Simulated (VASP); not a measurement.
VASP input:

### POSCAR
```
TcOs2
1
   -1.6475340000     1.6475340000     4.0324100000
    1.6475340000    -1.6475340000     4.0324100000
    1.6475340000     1.6475340000    -4.0324100000
Tc Os
1 2
Direct
  0.0000000000   0.0000000000   0.0000000000
  0.3353000000   0.3353000000   0.0000000000
  0.6647000000   0.6647000000   0.0000000000
```

**KPOINTS**
```
Regular mesh
0
gamma
 7 7 7
```

INCAR:
```
SYSTEM = TcOs2
PREC = Accurate; ENCUT = 300; LREAL = F
LASPH = T
EDIFF = 1E-6; NELM = 100; ALGO = Normal
LMAXMIX = 6
ISMEAR = 0; SIGMA = 0.1
GGA = PE
ISIF = 2
LWAVE = F; LCHARG = F
```

POTCAR, in this order: Tc_pv Os (PBE.64 set). Program: vasp_std.

Problem. Translate this PBE calculation to Ansatz.

Solution. One equivalent input (not run):
Ansatz 0.2 input:
```yaml
crystal:
  lattice:
    - [-1.6475340, 1.6475340, 4.0324100]
    - [1.6475340, -1.6475340, 4.0324100]
    - [1.6475340, 1.6475340, -4.0324100]
  atoms:
    - { symbol: Tc, position: [0.0000000, 0.0000000, 0.0000000] }
    - { symbol: Os, position: [0.3353000, 0.3353000, 0.0000000] }
    - { symbol: Os, position: [0.6647000, 0.6647000, 0.0000000] }
kpoints:
  mp_grid: { grid: [7, 7, 7] }
hamiltonian:
  xc: pbe
  pseudopotentials: { kind: paw }
scf:
  occupations: { method: gaussian, width: 0.1 }
  max_iter: 100
output: { forces: true, stress: true, eigenvalues: true }
```
What does not carry over: each code has its own PAW files, so the cut-off isn't converted (ENCUT is set for VASP's; basis.ecutwfc is left out, and Ansatz then takes the one that its files recommend); Ansatz stops its SCF on the density residual and VASP on the energy change (EDIFF).

The structure was generated: TcOs2 was put into an ordered model structure, which need not be its known phase. The cell was not relaxed at this level. The k-mesh is coarse (spacing up to 0.39 per Å, 2π included), so the numbers may not be converged in it.
